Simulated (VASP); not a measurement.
Data:

```xyz
3
Lattice="0.0000 2.6800 2.6800 2.6800 0.0000 2.6800 2.6800 2.6800 0.0000" Properties=species:S:1:pos:R:3 pbc="T T T"
Co     0.0000     0.0000     0.0000
Si     1.3400     1.3400     1.3400
Si     4.0200     4.0200     4.0200
```

Computed with PBE GGA, VASP's PBE PAW potentials (set 64) (plane waves; VASP). Numerical set-up: 300 eV cut-off, 14×14×14 Γ-centred mesh, Gaussian smearing of 0.27 eV, potentials Co Si.

Question: What does the run give for the energy per atom (σ→0), band gap (on the k-mesh) with the smallest direct gap where there is one?

Answer: 
| Quantity | Result |
|---|---|
| band gap (on the k-mesh) | none (metal, semimetal or under 0.01 eV) |
| energy per atom (σ→0) | -620.3 kJ/mol of atoms |

The absolute energy has meaning only against runs of the same code, potentials and settings.

The structure is a typed CoSi2 crystal (Fm-3m). The cell was not relaxed at this level. The run is not spin-polarised, so no magnetic state was tried. The electron count is odd and the run is not spin-polarised, which forces a metal.
